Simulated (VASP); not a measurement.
# PPd2 (P6/mmm) in VASP: reference runs

Aim: a first look at PPd2 with PBE, on the cell as given.

Everything below comes from runs of VASP 6.6.1. Logs are shortened: lines on timing, memory, paths and dates and some standing lists are left out, and cuts for length are marked.

## (1) The crystal as given

It takes space group P6/mmm (No. 191, hexagonal). Conventional cell: a = 3.789 Å, b = 3.789 Å, c = 3.898 Å, α = 90.00°, β = 90.00°, γ = 120.00°. Around P (site symmetry 6/mmm) lie 6 Pd at 2.19 Å. Around Pd (site symmetry -6m2) lie 3 Pd at 2.19 Å and 3 P at 2.19 Å.

The cell was built by a generator and needn't be a form met in nature.

## (2) Single point, PBE

Input file INCAR:

```
PREC = Accurate
ENCUT = 520
EDIFF = 1E-7
ISMEAR = -1
SIGMA = 0.05
LREAL = F
LASPH = T
NELM = 100
ALGO = Normal
ISIF = 2
LWAVE = F
LCHARG = F
GGA = PE
NBANDS = 20
```

Input file KPOINTS:

```
Automatic mesh
0
Gamma
  8 8 7
```

Input file POSCAR:

```
PPd2
1.0
    3.7887813900      0.0000000000      0.0000000000
   -1.8943907000      3.2811809300      0.0000000000
    0.0000000000      0.0000000000      3.8982710000
P Pd
1 2
Direct
    0.0000000000      0.0000000000      0.0000000000
    0.3333333300      0.6666666700      0.0000000000
    0.6666666700      0.3333333300      0.0000000000
```

Potentials or basis: VASP PAW PBE potentials, release 64 (P, Pd).

The run is started by

```console
cat potpaw_PBE.64/P/POTCAR potpaw_PBE.64/Pd/POTCAR > POTCAR
mpirun -np 1 vasp_std > vasp.out
```

OUTCAR:

```text
PREC = Accurate
   ENCUT = 520
   EDIFF = 1E-7
   ISMEAR = -1
   LREAL = F
   LASPH = T
   NELM = 100
   ISIF = 2
   GGA = PE

 ion  position               nearest neighbor table
   1  0.000  0.000  0.000-   2 2.19   3 2.19   2 2.19   3 2.19   3 2.19   2 2.19
   2  0.333  0.667  0.000-   3 2.19   3 2.19   1 2.19   1 2.19   1 2.19   3 2.19
   3  0.667  0.333  0.000-   2 2.19   2 2.19   1 2.19   1 2.19   1 2.19   2 2.19

  LATTYP: Found a hexagonal cell.
 ALAT       =     3.7887813900
 C/A-ratio  =     1.0288983709

  Lattice vectors:

 A1 = (   3.7887813900,   0.0000000000,   0.0000000000)
 A2 = (  -1.8943907000,   3.2811809300,   0.0000000000)
 A3 = (   0.0000000000,   0.0000000000,   3.8982710000)

Analysis of symmetry for initial positions (statically):
=====================================================================
 Subroutine PRICEL returns:
 Original cell was already a primitive cell.

 Routine SETGRP: Setting up the symmetry group for a
 hexagonal supercell.

 Subroutine GETGRP returns: Found 24 space group operations
 (whereof 24 operations were pure point group operations)
 out of a pool of 24 trial point group operations.

The static configuration has the point symmetry D_6h.

Analysis of symmetry for dynamics (positions and initial velocities):
=====================================================================
 Subroutine PRICEL returns:
 Original cell was already a primitive cell.

 Routine SETGRP: Setting up the symmetry group for a
 hexagonal supercell.

 Subroutine GETGRP returns: Found 24 space group operations
 (whereof 24 operations were pure point group operations)
 out of a pool of 24 trial point group operations.

The dynamic configuration has the point symmetry D_6h.

 Subroutine INISYM returns: Found 24 space group operations
 (whereof 24 operations are pure point group operations),
 and found     1 'primitive' translations

----------------------------------------------------------------------------------------

                                     Primitive cell

  volume of cell :      48.4620

  direct lattice vectors                    reciprocal lattice vectors
     3.788781390  0.000000000  0.000000000     0.263937107  0.152384160  0.000000000
    -1.894390700  3.281180930  0.000000000     0.000000000  0.304768320  0.000000000
     0.000000000  0.000000000  3.898271000     0.000000000  0.000000000  0.256523982

  length of vectors
     3.788781390  3.788781390  3.898271000     0.304768320  0.304768320  0.256523982

  position of ions in fractional coordinates (direct lattice)
     0.000000000  0.000000000  0.000000000
     0.333333330  0.666666670  0.000000000
     0.666666670  0.333333330  0.000000000

  ion indices of the primitive-cell ions
   primitive index   ion index
                 1           1
                 2           2
                 3           3

----------------------------------------------------------------------------------------

 KPOINTS: Automatic mesh

Automatic generation of k-mesh.
 Grid dimensions read from file:
 generate k-points for:    8    8    7

 Generating k-lattice:

  Cartesian coordinates                     Fractional coordinates (reciprocal lattice)
     0.032992138  0.019048020  0.000000000     0.125000000 -0.000000000  0.000000000
     0.000000000  0.038096040  0.000000000     0.000000000  0.125000000  0.000000000
     0.000000000  0.000000000  0.036646283     0.000000000  0.000000000  0.142857143

  Length of vectors
     0.038096040  0.038096040  0.036646283

  Shift w.r.t. Gamma in fractional coordinates (k-lattice)
     0.000000000  0.000000000  0.000000000

 Subroutine IBZKPT returns following result:
 ===========================================

 Found     40 irreducible k-points:

 Following reciprocal coordinates:
            Coordinates               Weight
  0.000000  0.000000  0.000000      1.000000
  0.125000 -0.000000  0.000000      6.000000
  0.250000 -0.000000  0.000000      6.000000
  0.375000 -0.000000  0.000000      6.000000
  0.500000 -0.000000  0.000000      3.000000
  0.125000  0.125000  0.000000      6.000000
[... 16 lines left out ...]
  0.250000 -0.000000  0.285714     12.000000
  0.375000 -0.000000  0.285714     12.000000
 [... further k-points ...]
   k-points           NKPTS =     40   k-points in BZ     NKDIM =     40   number of bands    NBANDS=     20
   number of dos      NEDOS =    301   number of ions     NIONS =      3
   total plane-waves  NPLWV =  23520
   dimension x,y,z NGX =    28 NGY =   28 NGZ =   30
   dimension x,y,z NGXF=    56 NGYF=   56 NGZF=   60
   ions per type =               1   2
   NGX,Y,Z   is equivalent  to a cutoff of  12.29, 12.29, 12.79 a.u.
   NGXF,Y,Z  is equivalent  to a cutoff of  24.57, 24.57, 25.59 a.u.
 SYSTEM =  unknown system
   PREC   = accura    normal or accurate (medium, high low for compatibility)
   ISTART =      0    job   : 0-new  1-cont  2-samecut
   ICHARG =      2    charge: 1-file 2-atom 10-const
   ISPIN  =      1    spin polarized calculation?
   LNONCOLLINEAR =      F non collinear calculations
   LSORBIT =      F    spin-orbit coupling
   LASPH  =      T    aspherical Exc in radial PAW
   ENCUT  =  520.0 eV  38.22 Ry    6.18 a.u.   7.04  7.04  7.25*2*pi/ulx,y,z
   NELM   =    100;   NELMIN=  2; NELMDL= -5     # of ELM steps
   EDIFF  = 0.1E-06   stopping-criterion for ELM
   LREAL  =      F    real-space projection
   EDIFFG = 0.1E-05   stopping-criterion for IOM
   NSW    =      0    number of steps for IOM
   IBRION =     -1    ionic relax: 0-MD 1-quasi-New 2-CG
   NFREE  =      0    steps in history (QN), initial steepest desc. (CG)
   ISIF   =      2    stress and relaxation
   ISYM   =      2    0-nonsym 1-usesym 2-fastsym
   POTIM  = 0.5000    time-step for ionic-motion
   TEBEG  =    0.0;   TEEND  =   0.0 temperature during run
   PSTRESS=    0.0 pullay stress
   NELECT =      25.0000    total number of electrons
   NUPDOWN=      -1.0000    fix difference up-down
   EMIN   =  10.00;   EMAX   =-10.00  energy-range for DOS
   EFERMI =   0.00;   METHOD = LEGACY
   ISMEAR =    -1;   SIGMA  =   0.05  broadening in eV -4-tet -1-fermi 0-gaus
   EFERMI_NEDOS =   21; number of points for ismear=-14 and -15
   IALGO  =     38    algorithm
   IMIX   =      4    mixing-type and parameters
     AMIX     =   0.40;   BMIX     =  1.00
     AMIX_MAG =   1.60;   BMIX_MAG =  1.00
  volume/ion in A,a.u.               =      16.15       109.01
  Fermi-wavevector in a.u.,A,eV,Ry     =   1.312968  2.481150 23.454891  1.723886
  Thomas-Fermi vector in A             =   2.443324
   LORBIT       =      0    0 simple, 1 ext, 2 COOP (PROOUT), +10 PAW based schemes
   GGA     = PE    functional components
   LHFCALC =     F    Hartree Fock is set to
   AEXX    =    0.0000 exact exchange contribution
   IVDW    =     0    specifies the selected vdW correction
   LEPSILON=     F    determine dielectric tensor
   LRPA    =     F    only Hartree local field effects (RPA)
 non-spin polarized calculation
  energy-cutoff  :      520.00
  volume of cell :       48.46
 maximum number of plane-waves:      1317
   NGX = 15   NGY = 15   NGZ = 15

 number of electron      25.0000004 magnetization

 Free energy of the ion-electron system (eV)
  ---------------------------------------------------
  ext. energy  EPLUGINS =         0.00000000
  ---------------------------------------------------
  free energy    TOTEN  =        -9.84990844 eV

  energy without entropy =       -9.82939496  energy(sigma->0) =       -9.83965170

 E-fermi :   8.9345     XC(G=0): -11.2935

 val. band max:        8.9329427824   @ k =   0.2500   0.2500   0.4286
 cond. band min:       8.9836391013   @ k =   0.2500   0.2500   0.4286
 fundamental gap:      0.0506963188
 Fermi energy:         8.9345435431

 k-point     1 :       0.0000    0.0000    0.0000
  band No.  band energies     occupation
      1      -5.1454      2.00000
      2       0.5357      2.00000
      3       0.5357      2.00000
      4       3.5420      2.00000
      5       3.7431      2.00000
      6       3.7431      2.00000
[... 12 lines left out ...]
     19      19.6111      0.00000
     20      20.7409      0.00000

 k-point     2 :       0.1250   -0.0000    0.0000
  band No.  band energies     occupation
      1      -4.9299      2.00000
      2       0.1087      2.00000
      3       0.5519      2.00000
      4       3.6092      2.00000
      5       3.6760      2.00000
      6       3.6888      2.00000
[... 12 lines left out ...]
     19      17.8977      0.00000
     20      20.8143      0.00000

 k-point     3 :       0.2500   -0.0000    0.0000
  band No.  band energies     occupation
      1      -4.4314      2.00000
      2      -0.4273      2.00000
      3       0.5783      2.00000
      4       3.2896      2.00000
      5       3.3368      2.00000
      6       3.7384      2.00000
[... 12 lines left out ...]
     19      19.4999      0.00000
     20      21.0016      0.00000

 k-point     4 :       0.3750   -0.0000    0.0000
  band No.  band energies     occupation
      1      -4.0728      2.00000
      2      -0.1504      2.00000
      3       0.5880      2.00000
      4       2.8342      2.00000
      5       3.0210      2.00000
      6       3.1105      2.00000
[... 12 lines left out ...]
     19      20.3288      0.00000
     20      21.2048      0.00000

 k-point     5 :       0.5000   -0.0000    0.0000
  band No.  band energies     occupation
      1      -4.0052      2.00000
      2       0.5876      2.00000
      3       0.6334      2.00000
      4       2.0126      2.00000
      5       2.6573      2.00000
      6       3.0261      2.00000
[... 12 lines left out ...]
     19      20.2208      0.00000
     20      21.2944      0.00000
[... 353 lines left out ...]
      6       3.7782      2.00000
[... 12 lines left out ...]
     19      19.2925      0.00000
     20      19.2925      0.00000

 k-point    22 :       0.1250   -0.0000    0.2857
  band No.  band energies     occupation
      1      -4.8056      2.00000
      2       0.1362      2.00000
      3       0.5793      2.00000
      4       3.4634      2.00000
      5       3.5041      2.00000
      6       3.8801      2.00000
[... 12 lines left out ...]
     19      18.2392      0.00000
     20      19.2485      0.00000

 k-point    23 :       0.2500   -0.0000    0.2857
  band No.  band energies     occupation
      1      -4.3066      2.00000
      2      -0.4005      2.00000
      3       0.5993      2.00000
      4       2.8942      2.00000
      5       3.2150      2.00000
      6       3.8887      2.00000
[... 12 lines left out ...]
     19      19.1312      0.00000
     20      19.9722      0.00000

 k-point    24 :       0.3750   -0.0000    0.2857
  band No.  band energies     occupation
      1      -3.9602      2.00000
      2      -0.1085      2.00000
      3       0.6033      2.00000
      4       2.4043      2.00000
      5       2.9766      2.00000
      6       3.1011      2.00000
[... 12 lines left out ...]
     19      19.0042      0.00000
     20      20.4049      0.00000

 [... further k-points ...]

------------------------ aborting loop because EDIFF is reached ----------------------------------------

  FORCE on cell =-STRESS in cart. coord.  units (eV):
  Direction    XX          YY          ZZ          XY          YZ          ZX
  --------------------------------------------------------------------------------------
  -------------------------------------------------------------------------------------
  Total       43.3958798     43.3958797      0.1476362     -0.0000001      0.0000000     -0.0000000
  in kB     1434.6875385   1434.6875358      4.8809193     -0.0000022      0.0000000     -0.0000000
  external PRESSURE =     958.0853312 kB  Pullay stress =       0.0000000 kB

 VOLUME and BASIS-vectors are now :
 -----------------------------------------------------------------------------
  energy-cutoff  :      520.00
  volume of cell :       48.46
      direct lattice vectors                 reciprocal lattice vectors
     3.788781390  0.000000000  0.000000000     0.263937107  0.152384160  0.000000000
    -1.894390700  3.281180930  0.000000000     0.000000000  0.304768320  0.000000000
     0.000000000  0.000000000  3.898271000     0.000000000  0.000000000  0.256523982

 POSITION                                       TOTAL-FORCE (eV/Angst)
 -----------------------------------------------------------------------------------
      0.00000      0.00000      0.00000         0.000000      0.000000      0.000000
     -0.00000      2.18745      0.00000         0.000000      0.000000      0.000000
      1.89439      1.09373      0.00000        -0.000000      0.000000      0.000000
 -----------------------------------------------------------------------------------
    total drift:                                0.000000      0.000000     -0.000000

  FREE ENERGIE OF THE ION-ELECTRON SYSTEM (eV)
  ---------------------------------------------------
  free  energy   TOTEN  =        -9.8499084389 eV

  energy  without entropy=       -9.8293949644  energy(sigma->0) =       -9.83965170
```

Run time: 36 s. Hardware: 1 thread of Intel Xeon Platinum 8259CL at 2.50GHz (Skylake/Cascade Lake), shared host; peak memory 0.18 GiB.

What came out:

* Free energy: -9.8499 eV
* Pressure: 95.8 GPa
* Band gap on the k mesh: none (metal or under the smearing width)

Levels at points of the mesh, in eV from the Fermi level:
| k point | band 11 | band 12 | band 13 | band 14 | band 15 | band 16 |
| --- | --- | --- | --- | --- | --- | --- |
| (0.00, 0.00, 0.00) | -2.46 | -1.76 | 2.54 | 6.13 | 6.13 | 6.20 |
| (0.50, 0.00, 0.00) | -1.67 | -1.44 | -1.33 | 1.44 | 5.59 | 6.45 |

Caveat: a pressure of tens of GPa on the cell as given is suspect, and the run, the potentials or the cell itself is likely at fault; this functional lacks dispersion, which binds the layers, so the pressure and a relaxed spacing across them are unreliable.
